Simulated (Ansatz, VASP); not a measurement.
# Hf (Hafnium) in two plane-wave programs

Wanted: the spread between two codes on one cell, functional and k mesh. The structure shown comes from an earlier Ansatz run, which isn't shown and may have moved the atoms alone.

Program: Ansatz 0.2.0. Level of theory: plane waves, with VASP 6.6.1 beside it; elastic constants at LDA. Results are calculated unless marked as measured.

## 1. Starting point

The structure is hexagonal, space group P6_3/mmc (No. 194). The conventional cell has a = 3.119 Å, b = 3.119 Å, c = 4.943 Å, α = 90.00°, β = 90.00°, γ = 120.00°. Hf has 12 Hf at 3.06 to 3.12 Å nearest.

## 2. Ansatz: elastic constants, LDA

Ansatz runs on its default PAW (the set named soft_2) files.

Elastic constants are differences of stresses under small strains, so they test the stress and the mesh.

input.yaml reads:

```yaml
crystal:
  lattice:
    - [3.1188709151, 0.0, 0.0]
    - [-1.5594354575, 2.7010214436, 0.0]
    - [0.0, 0.0, 4.9430872505]
  atoms:
    - { symbol: Hf, position: [0.3333333333, 0.6666666667, 0.25] }
    - { symbol: Hf, position: [0.6666666667, 0.3333333333, 0.75] }
kpoints:
  mp_grid: { grid: [18, 18, 10] }
hamiltonian:
  xc: lda
scf:
  occupations: { method: methfessel_paxton, width: 0.25 }
output:
  forces: true
  stress: true
  eigenvalues: true
basis:
  ecutwfc: 550.0
elastic:
  mode: relaxed_ion
  stencil: two_point
  amplitude: 0.01
```

The run is started by

```sh
> ansatz run input.yaml --threads 4 --pin off --max-ram 16384MiB --backend cpu --events-out ev --progress --plain --runs-dir out
```

Numbers of over 12 decimals in the logs are rounded to 6 here.

The program printed:

```text
Engine: ansatz 0.2.0, aarch64-unknown-linux-gnu
Pseudopotentials: kind: paw
Pseudopotential: Hf, paw, valence charge 26, recommended cutoff 420 eV (normal), Hf.paw.azcp
Functional definition: SPW92
  exchange = slater_x
  correlation = pw_c
Crystal: 2 atoms, lattice volume = 41.641 Å³
Basis set: ecut = 550 eV, 1213 PW (Γ)
Bands: 32, of which v1, the nominal top of the filled ones, is band 26 counted from 1 (25 counted from 0)
Symmetry: 24 space group operations
Space group: P63/mmc (ITA 194), of the structure as read, at distance tolerance 3.5e-5 Å
k-points: 222 of 3240
Non-local potential: Hf, projectors of the file, l = 0: 3, l = 1: 2, l = 2: 2, l = 3: 3
PAW form: soft (Blöchl's): semilocal exchange-correlation on the pseudo side does not see the compensation charge
PAW frozen core: Hf, regenerated for the run's functional, and the local potential with it (the file was generated under x = pbe(κ = 0.804, μ = 0.219515), c = pbe(β = 0.066725))
PAW one-centre angular grid: Hf, 590 points (default); XC on 64 Gauss nodes
Initial density: superposition of atomic densities (neutral atoms: chi_scale 0, normalization atom), corrected by the library's trained network
Initial wavefunctions: pseudopotential atomic-orbital guess
Functional: x = slater, c = lda
SCF iter   1: F=—  HF=-30953.716125 eV  |F-HF|=—  |Δ(HF+E_count)|=         —  Δρ=4.37e-3  dr2=2.26e-3  ethr=1.77e-3  ⟨swp⟩=4.0  Hψ=22561  notcnv=0
preconditioner: auto → Kerker (q_TF=auto, 2.831 Å⁻¹)  [metal: Δε(μ)=0.001 eV  Ē_g=17.621 eV  σ=0.250 eV  W_gap=0.00  n_scr=22 (ndim 8)  ℏωp=39.9 eV  f_vac=0.000  D(μ)=1.61/eV (n_scr^D=10)]
SCF iter   2: F=—  HF=-30953.716125 eV  |F-HF|=—  |Δ(HF+E_count)|=   6.44e-7  S|Δr|=    0.00e0  Δρ=2.54e-3  dr2=8.60e-4  ethr=4.34e-6  ⟨swp⟩=2.0  Hψ=14637  notcnv=0
SCF iter   3: F=—  HF=-30953.716330 eV  |F-HF|=—  |Δ(HF+E_count)|=   2.05e-4  S|Δr|=    0.00e0  Δρ=7.80e-4  dr2=1.57e-4  ethr=1.65e-6  ⟨swp⟩=2.3  Hψ=11779  notcnv=0  defer=1
SCF iter   4: F=—  HF=-30953.716253 eV  |F-HF|=—  |Δ(HF+E_count)|=   7.67e-5  S|Δr|=    0.00e0  Δρ=2.15e-4  dr2=1.57e-5  ethr=3.01e-7  ⟨swp⟩=2.0  Hψ=11902  notcnv=0
SCF iter   5: F=—  HF=-30953.716246 eV  |F-HF|=—  |Δ(HF+E_count)|=   7.00e-6  S|Δr|=    0.00e0  Δρ=3.42e-5  dr2=4.97e-7  ethr=3.02e-8  ⟨swp⟩=2.0  Hψ=12188  notcnv=0
SCF iter   6: F=—  HF=-30953.716244 eV  |F-HF|=—  |Δ(HF+E_count)|=   2.35e-6  S|Δr|=    0.00e0  Δρ=1.17e-5  dr2=4.02e-8  ethr=9.56e-10  ⟨swp⟩=2.0  Hψ=13042  notcnv=0
SCF iter   7: F=—  HF=-30953.716244 eV  |F-HF|=—  |Δ(HF+E_count)|=   1.83e-8  S|Δr|=    0.00e0  Δρ=2.09e-6  dr2=1.69e-9  ethr=7.74e-11  ⟨swp⟩=2.0  Hψ=12846  notcnv=0
SCF iter   8: F=—  HF=-30953.716244 eV  |F-HF|=—  |Δ(HF+E_count)|=  7.71e-10  S|Δr|=    0.00e0  Δρ=8.21e-7  dr2=3.39e-10  ethr=3.25e-12  ⟨swp⟩=2.1  Hψ=12427  notcnv=0
SCF iter   9: F=—  HF=-30953.716244 eV  |F-HF|=—  |Δ(HF+E_count)|=  2.40e-10  S|Δr|=    0.00e0  Δρ=1.26e-7  dr2=5.79e-12  ethr=6.52e-13 (applied; sched 1.00e-12)  ⟨swp⟩=2.0  Hψ=11067  notcnv=0
SCF iter  10: F=—  HF=-30953.716244 eV  |F-HF|=—  |Δ(HF+E_count)|=  7.28e-12  S|Δr|=    0.00e0  Δρ=2.45e-8  dr2=1.79e-13  ethr=1.11e-14 (applied; sched 1.00e-12)  ⟨swp⟩=2.0  Hψ=12847  notcnv=0  defer=1
SCF iter  11: F=-30953.716244 eV  HF=-30953.716244 eV  |F-HF|=0.00e0  |Δ(HF+E_count)|=  7.28e-12  S|Δr|=    0.00e0  Δρ=4.52e-9  dr2=4.95e-15  ethr=1.00e-12  ⟨swp⟩=4.5  Hψ=25420  notcnv=0
SCF 1 converged in 11 iterations: F = -30953.716244 eV  dr2 = 4.95e-15
  greatest PAW one-centre occupation: 0.998 electrons in one spin orbital (limit 2), on the Hf atom at site 1 (counted from 0), in its partial waves of l = 3
Crystal: 2 atoms, lattice volume = 41.225 Å³
Basis set: ecut = 550 eV, 1193 PW (Γ)
Symmetry: 8 space group operations
k-points: 546 of 3240
Initial density: handed on by an earlier stage of this run
Initial wavefunctions: pseudopotential atomic-orbital guess (no wavefunctions were taken with the density)
iter 1 solved again at ethr=9.11e-4 eV; its pass at ethr=3.10e-3 eV (dr2=4.74e-1 eV) is discarded
SCF iter   1: F=—  HF=-30953.953676 eV  |F-HF|=—  |Δ(HF+E_count)|=         —  Δρ=4.70e-2  dr2=4.75e-1  ethr=9.11e-4  ⟨swp⟩=1.0  Hψ=77173  notcnv=0
preconditioner: auto → Kerker (q_TF=auto, 2.836 Å⁻¹)  [metal: Δε(μ)=0.004 eV  Ē_g=17.054 eV  σ=0.250 eV  W_gap=0.01  n_scr=22 (ndim 8)  ℏωp=40.1 eV  f_vac=0.000  D(μ)=1.51/eV (n_scr^D=10)]
SCF iter   2: F=—  HF=-30953.778788 eV  |F-HF|=—  |Δ(HF+E_count)|=   1.75e-1  S|Δr|=    0.00e0  Δρ=2.19e-2  dr2=1.12e-1  ethr=9.11e-4  ⟨swp⟩=2.7  Hψ=31430  notcnv=0
SCF iter   3: F=—  HF=-30953.727363 eV  |F-HF|=—  |Δ(HF+E_count)|=   5.14e-2  S|Δr|=    0.00e0  Δρ=6.84e-3  dr2=1.61e-2  ethr=2.16e-4  ⟨swp⟩=2.0  Hψ=30140  notcnv=0
SCF iter   4: F=—  HF=-30953.711669 eV  |F-HF|=—  |Δ(HF+E_count)|=   1.57e-2  S|Δr|=    0.00e0  Δρ=1.92e-3  dr2=9.75e-4  ethr=3.10e-5  ⟨swp⟩=2.0  Hψ=31698  notcnv=0  defer=11
[...]
SCF iter  11: F=-30953.715662 eV  HF=-30953.715662 eV  |F-HF|=0.00e0  |Δ(HF+E_count)|=    0.00e0  S|Δr|=    0.00e0  Δρ=9.00e-9  dr2=2.46e-14  ethr=1.00e-12  ⟨swp⟩=4.6  Hψ=99200  notcnv=0
SCF 16 converged in 11 iterations: F = -30953.715662 eV  dr2 = 2.46e-14
relax step   1: F+E_penalty+E_count = -30953.71566152 eV  Δ(F+E_penalty+E_count) = +0.000e0 eV  max|allowed force component| = 3.408e-4 eV/Å  Δτ_max = 0.0000 Å  (11 SCF iters, accepted)
[...]
relax step   2: F+E_penalty+E_count = -30953.71566154 eV  Δ(F+E_penalty+E_count) = -2.266e-8 eV  max|allowed force component| = 1.955e-4 eV/Å  Δτ_max = 0.0002 Å  (7 SCF iters, accepted)
[...]
relax step   3: F+E_penalty+E_count = -30953.71566156 eV  Δ(F+E_penalty+E_count) = -1.117e-8 eV  max|allowed force component| = 2.048e-6 eV/Å  Δτ_max = 0.0001 Å  (5 SCF iters, accepted)
iter 1 solved again at ethr=1.00e-12 eV; its pass at ethr=3.10e-3 eV (dr2=6.38e-14 eV) is discarded
SCF iter   1: F=—  HF=-30953.715662 eV  |F-HF|=—  |Δ(HF+E_count)|=         —  Δρ=1.38e-8  dr2=6.00e-14  ethr=1.00e-12  ⟨swp⟩=2.3  Hψ=117146  notcnv=0
SCF iter   2: F=-30953.715662 eV  HF=-30953.715662 eV  |F-HF|=0.00e0  |Δ(HF+E_count)|=  7.28e-12  S|Δr|=    0.00e0  Δρ=7.63e-9  dr2=2.26e-14  ethr=1.00e-12  ⟨swp⟩=5.0  Hψ=98736  notcnv=0
SCF 19 converged in 2 iterations: F = -30953.715662 eV  dr2 = 2.26e-14
SCF converged after 11 iterations
Stability not checked: this state was not tested for a lower state beside it, because cold or Methfessel-Paxton smearing, or corrected tetrahedra, fill the levels in a way that the test cannot read (fill_not_monotonic; see scf.lower_state_search)
Free energy (F): -30953.716244 eV
Harris-Foulkes:  -30953.716244 eV  (|F-HF|=0.00e0)
Internal energy: -30953.721496 eV  (E = F + TS)
E sigma→0 (E₀):  -30953.717557 eV
Entropy (-TS):   0.005252 eV (2.626 meV/atom)
Fermi energy:    21.193897 eV
Step filling:    the computed levels leave a gap of 0.0000 eV = 0.0 smearing widths at the electron count; against every level under it full and every level over it empty, smearing changes F+E_penalty+E_count by +2.242 meV and its σ→0 estimate by +0.929 meV
--- Per-component energies (eV) ---
  E_band       = 144.247008
  E_kinetic    = 855.106404
  E_local      = -9786.684994  (includes V_loc(G=0)·N_el)
  E_nonlocal   = -2464.677275
  E_hartree    = 4626.174674
  E_xc         = -597.144931
  E_vxc        = -535.670131  (∫ρ·V_xc dr)
  E_paw        = -13373.441509  (= ΣΔE_a)
  E_vpaw       = 2823.823653  (= ΣTr[D̂ρ^β])
  E_aug_tail   = -0.000001  (compensation charges beyond the density's cutoff)
  E_ewald      = -10217.968349
  E_core_change = 4.914485  (= ΣΔE_core)
  E_smearing   = 0.005252  (= −TS)
  E_closure    = 0.000000  (closes the sum)
  Σ components = -30953.716244   (vs F -30953.716244, Δ=0.00e0)
--- Forces (eV/Å), atoms counted from 1 ---
  atom   1  Hf     0.00000000    -0.00000000    -0.00000000
  atom   2  Hf    -0.00000000     0.00000000     0.00000000
  max |Σ_I F_I| component: 3.70e-17 eV/Å
--- Stress (GPa, compression-positive) ---
       -0.002739      -0.000000      -0.000000
        0.000000      -0.002739      -0.000000
       -0.000000      -0.000000       0.002962
  P = ⅓ Tr σ = -0.0008 GPa (-0.008 kbar)
--- Band table (eV; the first three rows and the last of 222) ---
  k-point 0: bands = [... 22 lower, 13.5941, 17.2278, 22.2052, 22.2984, 22.2984, 22.5849, 23.1867, 23.1867, ... 2 higher]
  k-point 1: bands = [... 22 lower, 13.6949, 17.1959, 22.0327, 22.2370, 22.2370, 22.4997, 23.1021, 23.1021, ... 2 higher]
  k-point 2: bands = [... 22 lower, 13.9897, 17.0721, 21.6450, 22.1247, 22.1247, 22.2633, 22.8870, 22.8870, ... 2 higher]
  k-point 221: bands = [... 22 lower, 19.2495, 19.2495, 19.6434, 19.6434, 21.0989, 21.0989, 23.7522, 23.7522, ... 2 higher]
--- Elastic constants: 3 strain directions × 2 members + reference (group order 24) ---
  dense FFT box of the reference and of every strained cell: 25×25×40
  strains applied: 11, 33, 23; error gains: componentwise 1.00 (the most a stress slope's error grows in a printed constant), spectral 1.41 (1 for all six strains in a standard setting)
  C = ∂σ_k/∂η_j (tension-positive GPa; Voigt order 11 22 33 23 13 12):
       189.138     83.172     81.030     -0.000      0.000      0.000
        83.172    189.138     81.030     -0.000      0.000     -0.000
        81.013     81.013    217.013     -0.000      0.000      0.000
         0.000     -0.000      0.000     44.799      0.000     -0.000
        -0.000      0.000      0.000     -0.000     44.799      0.000
         0.000     -0.000     -0.000      0.000      0.000     52.983
  reference stress σ⁰ (GPa):      0.003      0.003     -0.003      0.000      0.000     -0.000
  C* (energy form; C + prestress term) asymmetry max|C*_kj − C*_jk| = 2.213e-2 GPa — a small one proves nothing (zero by symmetry where the batch's group is 432, −43m or m−3m); a large one is finite-difference/SCF noise where every solve meets its electron count
  moduli (Voigt/Reuss/Hill, GPa): K = 120.64/120.25/120.44   G = 51.85/50.95/51.40   E = 135.00   ν = 0.313
  mechanically stable: yes (min eigenvalue of sym C = 44.80 GPa)
  the stresses are not corrected for the forces that the relaxations left standing (`elastic.f_tol`)
  strain η (Voigt 11):  stress-route row diagonal C_11 = 189.14 GPa, energy-path curvature d²(F+E_count+ΔE)/dδ²/Ω₀ = 189.10 GPa
         δ    σ_11 (GPa)             F (eV)   n_scf  n_hpsi   n_pw
    -1.000e-2      -1.9477      -30953.7137426       2  144351   1224   relax 3 steps, max|allowed force component| 2.99e-5 eV/Å
     1.000e-2       1.8351      -30953.7138304       2  147979   1259   relax 3 steps, max|allowed force component| 8.36e-6 eV/Å
  strain η (Voigt 33):  stress-route row diagonal C_33 = 217.01 GPa, energy-path curvature d²(F+E_count+ΔE)/dδ²/Ω₀ = 217.03 GPa
         δ    σ_33 (GPa)             F (eV)   n_scf  n_hpsi   n_pw
    -1.000e-2      -2.2345      -30953.7133628      10  162615   1236   relax 0 steps, max|allowed force component| 1.67e-16 eV/Å
     1.000e-2       2.1058      -30953.7134843       8  129073   1254   relax 0 steps, max|allowed force component| 2.04e-16 eV/Å
  strain η (Voigt 23):  stress-route row diagonal C_44 = 44.80 GPa, energy-path curvature d²(F+E_count+ΔE)/dδ²/Ω₀ = 44.81 GPa
         δ    σ_23 (GPa)             F (eV)   n_scf  n_hpsi   n_pw
    -1.000e-2      -0.4480      -30953.7156616       2  234633   1239   relax 3 steps, max|allowed force component| 2.05e-6 eV/Å
     1.000e-2       0.4480      -30953.7156616       2  234974   1239   relax 3 steps, max|allowed force component| 2.05e-6 eV/Å
```

Reading the cycles: dr2 is the Hartree energy of the density residual (eV), the measure of convergence; HF is the Harris–Foulkes estimate of the energy, which meets the free energy F at convergence.

[end of part 1 of 2]

[Lines on the potential files, build, host, timing and source positions are cut from VASP's logs without a mark.]

[Logs are printed without paths, hosts, clocks, repeated set-up lines and the standing remarks that a program may print on its own settings, such as how far it seeks lower states.]

[Hosts, paths, dates, database ids (printed as entryN), source tags and the programs' standing remarks are cut or masked in the printed files.]
